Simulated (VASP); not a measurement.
An input for Ansatz (written as the equivalent of a VASP run, and not itself run):

Ansatz 0.2 input:
```yaml
crystal:
  lattice:
    - [4.8644564, 0.0000000, 0.0000000]
    - [0.0000000, 4.8644564, 0.0000000]
    - [0.0000000, 0.0000000, 4.8644564]
  atoms:
    - { symbol: Si, position: [0.5000000, 0.5000000, 0.5000000] }
    - { symbol: Si, position: [0.0000000, 0.0000000, 0.0000000] }
    - { symbol: Mo, position: [0.2500000, 0.0000000, 0.5000000] }
    - { symbol: Mo, position: [0.5000000, 0.2500000, 0.0000000] }
    - { symbol: Mo, position: [0.5000000, 0.7500000, 0.0000000] }
    - { symbol: Mo, position: [0.7500000, 0.0000000, 0.5000000] }
    - { symbol: Mo, position: [0.0000000, 0.5000000, 0.7500000] }
    - { symbol: Mo, position: [0.0000000, 0.5000000, 0.2500000] }
kpoints:
  mp_grid: { grid: [6, 6, 6] }
hamiltonian:
  xc: pbesol
  pseudopotentials: { kind: paw }
scf:
  occupations: { method: methfessel_paxton, width: 0.1 }
  max_iter: 100
relax:
  max_steps: 40
  f_tol: 0.02
  cell: { p_target: 5 }
output: { forces: true, stress: true, eigenvalues: true }
```

**Question.** Write the VASP files for the same calculation (PBEsol).

**Answer.** One answer among several that fit: 
### POSCAR
```
Mo3Si
1.0
  4.8644564114   0.0000000000   0.0000000000
  0.0000000000   4.8644564114   0.0000000000
  0.0000000000   0.0000000000   4.8644564114
Si Mo
2 6
Cart
  2.4322282057   2.4322282057   2.4322282057
  0.0000000000   0.0000000000   0.0000000000
  1.2161141028   0.0000000000   2.4322282057
  2.4322282057   1.2161141028   0.0000000000
  2.4322282057   3.6483423086   0.0000000000
  3.6483423086   0.0000000000   2.4322282057
  0.0000000000   2.4322282057   3.6483423086
  0.0000000000   2.4322282057   1.2161141028
```

File KPOINTS:
```
Automatic mesh
0
Gamma
6 6 6
0 0 0
```

**INCAR**
```
ISIF  =  3   ! ions, shape and volume
NELM  =  100
ALGO  =  Normal   ! blocked Davidson
NSW  =  40   ! most ionic steps
LWAVE  =  F
SIGMA  =  0.1   ! width (eV)
ISMEAR  =  1   ! Methfessel-Paxton
LCHARG  =  F
LREAL  =  F
SYSTEM  =  Mo3Si
EDIFFG  =  -0.02
GGA  =  PS   ! PBEsol
IBRION  =  2   ! conjugate gradients
ENCUT  =  500
EDIFF  =  1E-6
LMAXMIX  =  4   ! l cut-off of mixed one-centre charges
LASPH  =  T
PREC  =  Accurate
PSTRESS  =  50
```

POTCAR, in this order: Si Mo_sv (PBE.64 set). Program: vasp_std.

What does not carry over: each code has its own PAW files, so the cut-off isn't converted (ENCUT is set for VASP's; basis.ecutwfc is left out, and Ansatz then takes the one that its files recommend); Ansatz stops its SCF on the density residual and VASP on the energy change (EDIFF).

The compound is Mo3Si in the A15 structure. This run relaxes it under an external pressure of 5 GPa. Symmetry was kept, so distortions that lower it aren't found.
